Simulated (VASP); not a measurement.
Input for VASP

**KPOINTS**
```
Automatic mesh
0
Gamma
11 11 9
0 0 0
```

### POSCAR
```
MgB2
1
    1.5438880431    -2.6740920355     0.0000000000
    1.5438880431     2.6740920355     0.0000000000
    0.0000000000     0.0000000000     3.5156807550
Mg B
1 2
Direct
  0.0000000000   0.0000000000   0.0000000000
  0.3333330000   0.6666670000   0.5000000000
  0.6666670000   0.3333330000   0.5000000000
```

INCAR:
```
NELM = 100   # most electronic steps
LWAVE = F
LUSE_VDW = T
ISMEAR = 1   # Methfessel-Paxton
EDIFFG = -0.01
ZAB_VDW = -1.8867
ALGO = Normal   # blocked Davidson
SYSTEM = MgB2
ENCUT = 520   # plane-wave cut-off (eV)
LREAL = F   # projection in real space or not
IBRION = 2   # conjugate gradients
PREC = Accurate
ISIF = 4   # ions and shape, fixed volume
SIGMA = 0.1   # width (eV)
LASPH = T   # aspherical one-centre terms
EDIFF = 1E-7   # SCF stop (eV)
GGA = ML
AGGAC = 0.0
NSW = 30   # most ionic steps
LCHARG = F
```

POTCAR, in this order: Mg B (PBE.64 set). Program: vasp_std.

**Question.** Translate this vdW-DF2 calculation to Quantum ESPRESSO's pw.x.

**Answer.** One equivalent input (not run):
```
&CONTROL
  calculation = 'vc-relax'
  pseudo_dir = './pseudo'
  outdir = './out'
  tprnfor = .true.
  tstress = .true.
  nstep = 30
  forc_conv_thr = 0.00039
/
&SYSTEM
  ibrav = 0
  nat = 3
  ntyp = 2
  ecutwfc = 84
  occupations = 'smearing'
  smearing = 'methfessel-paxton'
  degauss = 0.00735
  input_dft = 'vdw-df2'
/
&ELECTRONS
  conv_thr = 7.3e-09
  electron_maxstep = 100
/
&IONS
/
&CELL
  cell_dofree = 'shape'
/
ATOMIC_SPECIES
  Mg 24.305 Mg.upf
  B 10.810 B.upf
CELL_PARAMETERS angstrom
     1.5438880   -2.6740920    0.0000000
     1.5438880    2.6740920    0.0000000
     0.0000000    0.0000000    3.5156808
ATOMIC_POSITIONS crystal
  Mg   0.0000000  0.0000000  0.0000000
  B    0.3333330  0.6666670  0.5000000
  B    0.6666670  0.3333330  0.5000000
K_POINTS automatic
  11 11 9 0 0 0
```
The two are equivalent in intent, not identical: the potentials are each code's own (VASP's PAW set, PseudoDojo norm-conserving files in pw.x), so ENCUT and ecutwfc are chosen apart and not converted; conv_thr bounds pw.x's estimated SCF error, while EDIFF bounds the energy change between steps; forc_conv_thr acts on force components and is met together with etot_conv_thr.

The compound is MgB2 in the AlB2 type structure. This run relaxes it. Symmetry was kept, so distortions that lower it aren't found.
